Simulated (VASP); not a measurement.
```
CELL_PARAMETERS angstrom
      4.12791     0.00000     0.00000
      0.00000     4.12791     0.00000
      0.00000     0.00000     4.12791
ATOMIC_POSITIONS crystal
  Sc 0.00000 0.00000 0.00000
  Al 0.00000 0.50000 0.50000
  Al 0.50000 0.00000 0.50000
  Al 0.50000 0.50000 0.00000
```

These are PBE GGA with D3 dispersion (Becke-Johnson damping), VASP's PBE PAW potentials (set 64) (plane waves; VASP 6.6.1) values and carry that method's errors. Numerical set-up: 520 eV cut-off, 8×8×8 Γ-centred mesh, first-order Methfessel-Paxton smearing of 0.10 eV, potentials Sc_sv Al.

Question: Give the stress tensor in GPa (positive for a compressed cell).

Answer: 
```
-4.78   0.00   0.00
 0.00  -4.78   0.00
 0.00   0.00  -4.78
```
The pressure is its mean diagonal, -4.78 GPa.

The compound is Al3Sc in the L1_2 structure. This cell is one point of a volume scan, at 1.06 of the reference volume.
